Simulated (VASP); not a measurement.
Given:

```yaml
crystal:
  lattice:
    - [4.76516, 0.00000, 0.00000]
    - [0.00000, 4.76516, 0.00000]
    - [0.00000, 0.00000, 3.20844]
  atoms:
    - { symbol: Sn, position: [0.00000, 0.00000, 0.00000] }
    - { symbol: Sn, position: [0.50000, 0.50000, 0.50000] }
    - { symbol: O, position: [0.30585, 0.30585, 0.00000] }
    - { symbol: O, position: [0.80585, 0.19415, 0.50000] }
    - { symbol: O, position: [0.19415, 0.80585, 0.50000] }
    - { symbol: O, position: [0.69415, 0.69415, 0.00000] }
```

These are r2SCAN meta-GGA with spin-orbit coupling, VASP's PBE PAW potentials (set 64) (plane waves; VASP) values and carry that method's errors. Settings: 520 eV cut-off, 4×4×6 Γ-centred mesh, Gaussian smearing of 0.050 eV, potentials Sn_d O.

### Question
Give the energies of bands 41 to 54 at the high-symmetry points, in eV from the valence-band maximum.

### Answer

| band | Γ | X | M | Z | R | A |
|---|---|---|---|---|---|---|
| 41 | -1.89 | -1.97 | -1.95 | -2.59 | -1.73 | -2.34 |
| 42 | -1.89 | -1.97 | -1.95 | -2.59 | -1.73 | -2.34 |
| 43 | -1.23 | -1.97 | -1.95 | -2.59 | -1.72 | -2.34 |
| 44 | -1.23 | -1.97 | -1.95 | -2.59 | -1.72 | -2.34 |
| 45 | -1.21 | -1.17 | -1.30 | -1.66 | -1.10 | -0.95 |
| 46 | -1.21 | -1.17 | -1.30 | -1.66 | -1.10 | -0.95 |
| 47 | -0.78 | -1.17 | -1.30 | -1.66 | -1.10 | -0.95 |
| 48 | -0.78 | -1.17 | -1.30 | -1.66 | -1.10 | -0.95 |
| 49 | -0.76 | -0.62 | -0.91 | -1.26 | -0.69 | -0.84 |
| 50 | -0.76 | -0.62 | -0.91 | -1.26 | -0.69 | -0.84 |
| 51 | 0.00 | -0.62 | -0.91 | -1.26 | -0.68 | -0.84 |
| 52 | 0.00 | -0.62 | -0.91 | -1.26 | -0.68 | -0.84 |
| 53 | 1.74 | 4.95 | 5.39 | 6.81 | 7.08 | 5.47 |
| 54 | 1.74 | 4.95 | 5.39 | 6.81 | 7.08 | 5.47 |

The gap is direct, 1.73 eV, from the valence maximum at Γ to the conduction minimum at Γ.

The compound is SnO2 in the rutile structure. It was relaxed first.
